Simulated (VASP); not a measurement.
VASP ran on this input.

**INCAR**
```
ALGO=Normal
EDIFF=1E-6
ENCUT=400
GGA=PE
ISIF=2
ISMEAR=-1
LASPH=T
LCHARG=F
LMAXMIX=6
LREAL=F
LWAVE=F
NELM=100
PREC=Accurate
SIGMA=0.1
SYSTEM=WC
```

### KPOINTS
```
Automatic mesh
0
Gamma
2 2 2
0 0 0
```

### POSCAR
```
WC
2.916590
  1.0000000000   0.0000000000   0.0000000000
 -0.5000000000   0.8660253927   0.0000000000
  0.0000000000   0.0000000000   0.9735478761
W C
1 1
Cart
 -0.0033315000  -0.0040486687   0.0045201828
  0.5033320000   0.2927235109   0.4822537553
```

POTCAR, in this order: W_sv C (PBE.64 set). Program: vasp_std.

Task: Write an equivalent input for Quantum ESPRESSO's pw.x.

Result: One equivalent input (not run):
```
&CONTROL
  calculation = 'scf'
  pseudo_dir = './pseudo'
  outdir = './out'
  tprnfor = .true.
  tstress = .true.
/
&SYSTEM
  ibrav = 0
  nat = 2
  ntyp = 2
  ecutwfc = 82
  occupations = 'smearing'
  smearing = 'fermi-dirac'
  degauss = 0.00735
  input_dft = 'pbe'
/
&ELECTRONS
  conv_thr = 7.3e-08
  electron_maxstep = 100
/
ATOMIC_SPECIES
  W 183.840 W.upf
  C 12.011 C.upf
CELL_PARAMETERS angstrom
     2.9165900    0.0000000    0.0000000
    -1.4582950    2.5258410    0.0000000
     0.0000000    0.0000000    2.8394400
ATOMIC_POSITIONS crystal
  W   -0.0056690 -0.0046750  0.0046430
  C    0.6723360  0.3380080  0.4953570
K_POINTS automatic
  2 2 2 0 0 0
```
Limits of the translation: the potentials are each code's own (VASP's PAW set, PseudoDojo norm-conserving files in pw.x), so ENCUT and ecutwfc are chosen apart and not converted; conv_thr bounds pw.x's estimated SCF error, while EDIFF bounds the energy change between steps.

The structure comes from a computed database's WC entry; how it stands against other phases isn't given here. The cell was not relaxed at this level, atoms are displaced from their ideal sites. The k-mesh is coarse (spacing up to 1.24 per Å, 2π included), so the numbers may not be converged in it. The run is one of a series of settings (KPOINTS 2×2×2 Γ-centred mesh against the base run), some of them coarse on purpose.
